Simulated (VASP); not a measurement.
Method: r2SCAN meta-GGA, VASP's PBE PAW potentials (set 64) (plane waves; VASP).

Input for VASP

File KPOINTS:
```
Automatic mesh
0
Gamma
11 11 4
0 0 0
```

### INCAR
```
ALGO=Normal
EDIFF=1E-7
ENCUT=520
ISIF=2
ISMEAR=-5
LASPH=.True.
LCHARG=.False.
LEFG=.True.
LMIXTAU=.True.
LORBIT=11
LREAL=.False.
LWAVE=.False.
METAGGA=R2SCAN
NEDOS=601
NELM=100
PREC=Accurate
SYSTEM=C
```

File POSCAR:
```
C
7.0412330
  0.1745981213  -0.3022576977   0.0000000000
  0.1745981213   0.3022576977   0.0000000000
  0.0000000000   0.0000000000   0.9999999717
C
4
Cart
  0.1745981213  -0.0503731354   0.7556447232
  0.1745981213   0.0503731354   0.2443552485
  0.1745981213  -0.2518845623   0.7556447232
  0.1745981213   0.2518845623   0.2443552485
```

### KPOINTS_OPT
```
k-points along high-symmetry lines
5
Line-mode
Reciprocal
  0.000000   0.000000   0.000000 ! GAMMA
 -0.500000   0.500000   0.000000 ! Y

 -0.500000   0.500000   0.000000 ! Y
 -0.333118   0.666882   0.000000 ! C_0

  0.333118   0.333118   0.000000 ! SIGMA_0
  0.000000   0.000000   0.000000 ! GAMMA

  0.000000   0.000000   0.000000 ! GAMMA
  0.000000   0.000000   0.500000 ! Z

  0.000000   0.000000   0.500000 ! Z
  0.333118   0.333118   0.500000 ! A_0

 -0.333118   0.666882   0.500000 ! E_0
 -0.500000   0.500000   0.500000 ! T

 -0.500000   0.500000   0.500000 ! T
 -0.500000   0.500000   0.000000 ! Y

  0.000000   0.000000   0.000000 ! GAMMA
  0.000000   0.500000   0.000000 ! S

  0.000000   0.500000   0.000000 ! S
  0.000000   0.500000   0.500000 ! R

  0.000000   0.500000   0.500000 ! R
  0.000000   0.000000   0.500000 ! Z

  0.000000   0.000000   0.500000 ! Z
 -0.500000   0.500000   0.500000 ! T
```

POTCAR, in this order: C (PBE.64 set). Program: vasp_std.

The resulting files:

### OUTCAR
```
 ion  position               nearest neighbor table
   1  0.583  0.417  0.756-   3 1.42   3 1.42   3 1.42
   2  0.417  0.583  0.244-   4 1.42   4 1.42   4 1.42
   3  0.917  0.083  0.756-   1 1.42   1 1.42   1 1.42
   4  0.083  0.917  0.244-   2 1.42   2 1.42   2 1.42
  LATTYP: Found a base centered orthorhombic cell.
 ALAT       =     2.4587721062
 B/A-ratio  =     1.7311623716
 C/A-ratio  =     2.8637191641
 Subroutine PRICEL returns:
 Original cell was already a primitive cell.
 Subroutine GETGRP returns: Found  8 space group operations
The static configuration has the point symmetry C_2h.
 The point group associated with its full space group is D_2h.
The dynamic configuration has the point symmetry C_2h.
 Subroutine INISYM returns: Found  8 space group operations
 Subroutine IBZKPT returns following result:
 Found    108 irreducible k-points:

 Following reciprocal coordinates:
            Coordinates               Weight
  0.000000  0.000000  0.000000      1.000000
  0.090909  0.000000  0.000000      4.000000
  0.181818  0.000000  0.000000      4.000000
  0.272727  0.000000  0.000000      4.000000
  0.363636  0.000000  0.000000      4.000000
  0.454545 -0.000000  0.000000      4.000000
  0.090909  0.090909  0.000000      2.000000
  0.181818  0.090909  0.000000      4.000000
  0.272727  0.090909  0.000000      4.000000
  0.363636  0.090909  0.000000      4.000000
  0.454545  0.090909  0.000000      4.000000
 -0.454545  0.090909  0.000000      4.000000
 -0.363636  0.090909  0.000000      4.000000
 -0.272727  0.090909  0.000000      4.000000
 -0.181818  0.090909  0.000000      4.000000
 -0.090909  0.090909  0.000000      2.000000
  0.181818  0.181818  0.000000      2.000000
  0.272727  0.181818  0.000000      4.000000
  0.363636  0.181818  0.000000      4.000000
  0.454545  0.181818  0.000000      4.000000
 -0.454545  0.181818  0.000000      4.000000
 -0.363636  0.181818  0.000000      4.000000
 -0.272727  0.181818  0.000000      4.000000
 -0.181818  0.181818  0.000000      2.000000
  0.272727  0.272727  0.000000      2.000000
  0.363636  0.272727  0.000000      4.000000
  0.454545  0.272727  0.000000      4.000000
 -0.454545  0.272727  0.000000      4.000000
 -0.363636  0.272727  0.000000      4.000000
 -0.272727  0.272727  0.000000      2.000000
  0.363636  0.363636  0.000000      2.000000
  0.454545  0.363636  0.000000      4.000000
 -0.454545  0.363636  0.000000      4.000000
 -0.363636  0.363636  0.000000      2.000000
  0.454545  0.454545  0.000000      2.000000
 -0.454545  0.454545  0.000000      2.000000
  0.000000  0.000000  0.250000      2.000000
  0.090909  0.000000  0.250000      8.000000
  0.181818  0.000000  0.250000      8.000000
  0.272727  0.000000  0.250000      8.000000
   k-points           NKPTS =    108   k-points in BZ     NKDIM =    108   number of bands    NBANDS=     12
   number of dos      NEDOS =    601   number of ions     NIONS =      4
   total plane-waves  NPLWV =  17496
   dimension x,y,z NGX =    18 NGY =   18 NGZ =   54
   dimension x,y,z NGXF=    36 NGYF=   36 NGZF=  108
   ions per type =               4
   PREC   = accura    normal or accurate (medium, high low for compatibility)
   ISTART =      0    job   : 0-new  1-cont  2-samecut
   ICHARG =      2    charge: 1-file 2-atom 10-const
   ISPIN  =      1    spin polarized calculation?
   LNONCOLLINEAR =      F non collinear calculations
   LSORBIT =      F    spin-orbit coupling
   INIWAV =      1    electr: 0-lowe 1-rand  2-diag
   ENCUT  =  520.0 eV  38.22 Ry    6.18 a.u.   4.57  4.57 13.09*2*pi/ulx,y,z
...
```

**OSZICAR**
```
       N       E                     dE             d eps       ncg     rms          rms(c)
DAV:   1     0.465358334666E+02    0.46536E+02   -0.84710E+03  2608   0.125E+03
DAV:   2    -0.414568100263E+02   -0.87993E+02   -0.81271E+02  3680   0.237E+02
DAV:   3    -0.454869952253E+02   -0.40302E+01   -0.39982E+01  3252   0.509E+01
DAV:   4    -0.455354577942E+02   -0.48463E-01   -0.48412E-01  3248   0.645E+00
DAV:   5    -0.455364629335E+02   -0.10051E-02   -0.10048E-02  3256   0.913E-01    0.827E+00
DAV:   6    -0.416388847377E+02    0.38976E+01   -0.20563E+00  3016   0.107E+01    0.604E+00
DAV:   7    -0.379408281246E+02    0.36981E+01   -0.34856E-01  2908   0.643E+00    0.132E+00
DAV:   8    -0.394769551369E+02   -0.15361E+01   -0.11709E+00  2832   0.895E+00    0.137E+00
DAV:   9    -0.402968719724E+02   -0.81992E+00   -0.12131E-01  3084   0.324E+00    0.746E-01
DAV:  10    -0.400963115007E+02    0.20056E+00   -0.17419E-02  2740   0.159E+00    0.621E-01
DAV:  11    -0.395213124580E+02    0.57500E+00   -0.20603E-01  2840   0.443E+00    0.211E-01
DAV:  12    -0.397221826296E+02   -0.20087E+00   -0.45715E-02  2684   0.243E+00    0.150E-01
DAV:  13    -0.397222345647E+02   -0.51935E-04   -0.30927E-04  3432   0.165E-01    0.136E-01
DAV:  14    -0.397481091344E+02   -0.25875E-01   -0.97396E-03  2788   0.117E+00    0.973E-02
DAV:  15    -0.397487147180E+02   -0.60558E-03   -0.42228E-04  3112   0.242E-01    0.450E-02
DAV:  16    -0.397489891898E+02   -0.27447E-03   -0.11382E-04  2948   0.121E-01    0.184E-02
DAV:  17    -0.397488803080E+02    0.10888E-03   -0.79142E-05  2916   0.109E-01    0.137E-02
DAV:  18    -0.397489949863E+02   -0.11468E-03   -0.11860E-04  2756   0.131E-01    0.870E-03
DAV:  19    -0.397490396704E+02   -0.44684E-04   -0.12612E-05  2852   0.416E-02    0.313E-03
DAV:  20    -0.397490400568E+02   -0.38648E-06   -0.32999E-07  3268   0.572E-03    0.447E-03
DAV:  21    -0.397490419819E+02   -0.19250E-05   -0.74236E-07  2900   0.954E-03    0.325E-03
DAV:  22    -0.397490419301E+02    0.51793E-07   -0.51809E-08  2188   0.252E-03
   1 F= -.39749042E+02 E0= -.39749042E+02  d E =0.000000E+00
       N       E                     dE             ncg
```

### OUTCAR
```
------------------------ aborting loop because EDIFF is reached ----------------------------------------
  FORCE on cell =-STRESS in cart. coord.  units (eV):
  Direction    XX          YY          ZZ          XY          YZ          ZX
  --------------------------------------------------------------------------------------
  Total       -0.1032016      0.0218865      0.0499905      0.0000000      0.0000000      0.0000000
  in kB       -4.4874968      0.9516862      2.1737252      0.0000000      0.0000000      0.0000000
  external PRESSURE =      -0.4540285 kB  Pullay stress =       0.0000000 kB
  volume of cell :       36.85
      direct lattice vectors                 reciprocal lattice vectors
     1.229386053 -2.128266875  0.000000000     0.406707070 -0.234932943  0.000000000
     1.229386053  2.128266875  0.000000000     0.406707070  0.234932943  0.000000000
     0.000000000  0.000000000  7.041232801     0.000000000  0.000000000  0.142020585
 POSITION                                       TOTAL-FORCE (eV/Angst)
 -----------------------------------------------------------------------------------
      1.22939     -0.35469      5.32067         0.000000      0.027230     -0.017872
      1.22939      0.35469      1.72056         0.000000     -0.027230      0.017872
      1.22939     -1.77358      5.32067         0.000000     -0.027230     -0.017872
      1.22939      1.77358      1.72056         0.000000      0.027230      0.017872
 -----------------------------------------------------------------------------------
    total drift:                                0.000000      0.000000     -0.000000
  FREE ENERGIE OF THE ION-ELECTRON SYSTEM (eV)
  ---------------------------------------------------
  free  energy   TOTEN  =       -39.7490419301 eV

  energy  without entropy=      -39.7490419301  energy(sigma->0) =      -39.74904193

 total charge

# of ion       s       p       d       tot
------------------------------------------
    1        0.878   1.785   0.000   2.663
    2        0.878   1.785   0.000   2.663
    3        0.878   1.785   0.000   2.663
    4        0.878   1.785   0.000   2.663
--------------------------------------------------
tot          3.513   7.139   0.000  10.652
```
(Selected blocks of OUTCAR.)

The structure comes from a computed database's C entry (Cmme); how it stands against other phases isn't given here. It was relaxed first.
